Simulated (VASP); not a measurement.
Data:

```
AlRu
1.0
    2.96738     0.00000     0.00000
    0.00000     2.96738     0.00000
    0.00000     0.00000     2.96738
Ru Al
1 1
Cartesian
  1.48369   1.48369   1.48369
  0.00000   0.00000   0.00000
```

Computed with SCAN meta-GGA, VASP's PBE PAW potentials (set 64) (plane waves; VASP). Run with 400 eV cut-off, 11×11×11 Γ-centred mesh, first-order Methfessel-Paxton smearing of 0.10 eV, potentials Ru_pv Al.

Question: Estimate the energy per atom (σ→0), band gap (on the k-mesh) with the smallest direct gap where there is one.

Answer: 
The band gap (on the k-mesh) is none (metal, semimetal or under 0.01 eV) and the energy per atom (σ→0) is -22.127 eV/atom.

Total energies compare only between runs with the same potentials, cut-off and functional.

The structure comes from a measured AlRu entry (Pm-3m) of the Crystallography Open Database, whose conditions weren't checked. It was relaxed first. The start is the result of an earlier pass. The electron count is odd and the run is not spin-polarised, which forces a metal.
